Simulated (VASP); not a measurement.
Computed with LDA (Ceperley-Alder, Perdew-Zunger), VASP's LDA PAW potentials (set 64) (plane waves; VASP).

A VASP calculation is set up with these files.

KPOINTS:
```
Automatic mesh
0
Gamma
3 3 1
0 0 0
```

POSCAR:
```
MoTe2
1.0
  1.7600000000  -3.0484090000   0.0000000000
  1.7600000000   3.0484090000   0.0000000000
  0.0000000000   0.0000000000  13.9600000000
Te Mo
4 2
Cartesian
  1.7600000000   1.0161383656  12.2708400000
  1.7600000000  -1.0161383656   5.2908400000
  1.7600000000  -1.0161383656   1.6891600000
  1.7600000000   1.0161383656   8.6691600000
  1.7600000000   1.0161383656   3.4900000000
  1.7600000000  -1.0161383656  10.4700000000
```

INCAR:
```
SYSTEM = MoTe2
PREC = Accurate
LREAL = .FALSE.   ! projection in real space or not
LMAXMIX = 4
EDIFF = 1E-6
LWAVE = .FALSE.
NELM = 100   ! most electronic steps
ISIF = 2
ISMEAR = -1   ! Fermi-Dirac
LASPH = .TRUE.
SIGMA = 0.02
LCHARG = .FALSE.
ALGO = Normal
ENCUT = 300   ! plane-wave cut-off (eV)
```

POTCAR, in this order: Te Mo_sv (LDA.64 set). Program: vasp_std.

Output

OSZICAR:
```
       N       E                     dE             d eps       ncg     rms          rms(c)
DAV:   1     0.290703176309E+03    0.29070E+03   -0.20710E+04   234   0.965E+02
DAV:   2    -0.250361261933E+02   -0.31574E+03   -0.30872E+03   253   0.284E+02
DAV:   3    -0.421812030443E+02   -0.17145E+02   -0.17069E+02   214   0.571E+01
DAV:   4    -0.426321728119E+02   -0.45097E+00   -0.45044E+00   245   0.922E+00
DAV:   5    -0.426418070688E+02   -0.96343E-02   -0.96334E-02   229   0.135E+00    0.217E+01
DAV:   6    -0.418057993575E+02    0.83601E+00   -0.69164E+00   232   0.136E+01    0.805E+00
DAV:   7    -0.418083082888E+02   -0.25089E-02   -0.90110E+00   216   0.109E+01    0.624E+00
DAV:   8    -0.413781261925E+02    0.43018E+00   -0.21159E+00   246   0.630E+00    0.295E+00
DAV:   9    -0.413785728344E+02   -0.44664E-03   -0.15563E-01   238   0.174E+00    0.123E+00
DAV:  10    -0.413723371726E+02    0.62357E-02   -0.49506E-02   238   0.107E+00    0.389E-01
DAV:  11    -0.413723217910E+02    0.15382E-04   -0.19367E-03   229   0.193E-01    0.342E-01
DAV:  12    -0.413722893452E+02    0.32446E-04   -0.18349E-04   215   0.611E-02    0.202E-01
DAV:  13    -0.413722494834E+02    0.39862E-04   -0.19673E-04   237   0.725E-02    0.580E-02
DAV:  14    -0.413722504700E+02   -0.98660E-06   -0.73090E-06   197   0.149E-02
   1 F= -.41372250E+02 E0= -.41372250E+02  d E =-.324877E-10
```

OUTCAR:
```
------------------------ aborting loop because EDIFF is reached ----------------------------------------
  FORCE on cell =-STRESS in cart. coord.  units (eV):
  Direction    XX          YY          ZZ          XY          YZ          ZX
  --------------------------------------------------------------------------------------
  Total       -3.1298614     -3.1298605     -2.9598098      0.0000000      0.0000000      0.0000000
  in kB      -33.4760625    -33.4760533    -31.6572413      0.0000000      0.0000000      0.0000000
  external PRESSURE =     -32.8697857 kB  Pullay stress =       0.0000000 kB
  volume of cell :      149.80
      direct lattice vectors                 reciprocal lattice vectors
     1.760000000 -3.048409000  0.000000000     0.284090909 -0.164019986  0.000000000
     1.760000000  3.048409000  0.000000000     0.284090909  0.164019986  0.000000000
     0.000000000  0.000000000 13.960000000     0.000000000  0.000000000  0.071633238
 POSITION                                       TOTAL-FORCE (eV/Angst)
 -----------------------------------------------------------------------------------
      1.76000      1.01614     12.27084        -0.000000      0.000000     -0.520534
      1.76000     -1.01614      5.29084        -0.000000     -0.000000     -0.520534
      1.76000     -1.01614      1.68916         0.000000     -0.000000      0.520534
      1.76000      1.01614      8.66916         0.000000      0.000000      0.520534
      1.76000      1.01614      3.49000        -0.000000     -0.000000     -0.000000
      1.76000     -1.01614     10.47000         0.000000      0.000000     -0.000000
 -----------------------------------------------------------------------------------
    total drift:                                0.000000      0.001620     -0.000005
  FREE ENERGIE OF THE ION-ELECTRON SYSTEM (eV)
  ---------------------------------------------------
  free  energy   TOTEN  =       -41.3722504700 eV

  energy  without entropy=      -41.3722504700  energy(sigma->0) =      -41.37225047
```
(Selected blocks of OUTCAR.)

At this cut-off the stress carries a Pulay error, which pulls relaxed volumes low.

The structure is a typed MoTe2 crystal (P6_3/mmc). The cell was not relaxed at this level. The k-mesh is coarse (spacing up to 0.69 per Å, 2π included), so the numbers may not be converged in it. The run is one of a series of settings (KPOINTS 3×3×1 Γ-centred mesh against the base run), some of them coarse on purpose.
